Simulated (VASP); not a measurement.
```
CELL_PARAMETERS angstrom
      4.41791     0.00000     0.00000
      0.00000     4.41791     0.00000
      0.00000     0.00000     4.41791
ATOMIC_POSITIONS crystal
  Cu 0.75000 0.25000 0.75000
  Cu 0.25000 0.75000 0.75000
  Cu 0.75000 0.75000 0.25000
  Cu 0.25000 0.25000 0.25000
  O  0.00000 0.00000 0.00000
  O  0.50000 0.50000 0.50000
```

Computed with vdW-DF2, VASP's PBE PAW potentials (set 64) (plane waves; VASP). Run with 520 eV cut-off, Gaussian smearing of 0.050 eV, potentials Cu O.

Give the energies of bands 18 to 31 at the high-symmetry points, in eV from the valence-band maximum.

| band | Γ | X | M | R |
|---|---|---|---|---|
| 18 | -1.59 | -1.70 | -1.82 | -1.61 |
| 19 | -1.59 | -1.67 | -1.61 | -1.61 |
| 20 | -1.48 | -1.67 | -1.61 | -1.47 |
| 21 | -1.48 | -1.57 | -1.59 | -1.47 |
| 22 | -1.48 | -1.57 | -1.59 | -1.47 |
| 23 | -1.32 | -1.42 | -1.24 | -1.36 |
| 24 | -1.32 | -1.42 | -1.24 | -1.36 |
| 25 | -1.32 | -0.99 | -1.00 | -0.83 |
| 26 | 0.00 | -0.99 | -1.00 | -0.49 |
| 27 | 0.00 | -0.32 | -0.54 | -0.49 |
| 28 | 0.00 | -0.32 | -0.54 | -0.49 |
| 29 | 0.50 | 2.21 | 2.10 | 2.90 |
| 30 | 1.91 | 2.21 | 2.10 | 2.90 |
| 31 | 1.91 | 4.53 | 3.83 | 2.90 |

The gap is direct, 0.50 eV, from the valence maximum at Γ to the conduction minimum at Γ.

Measured: gap 2.20 eV (computed value off by -1.70 eV), as given by Wei Chen et al., Physical Review Materials (2018), doi:10.1103/physrevmaterials.2.073803 [zero-point renormalisation of 0.03 eV added back (the table's ZPR column)].

The compound is Cu2O in the cuprite structure. It was relaxed first, which changed the volume by +11 %.
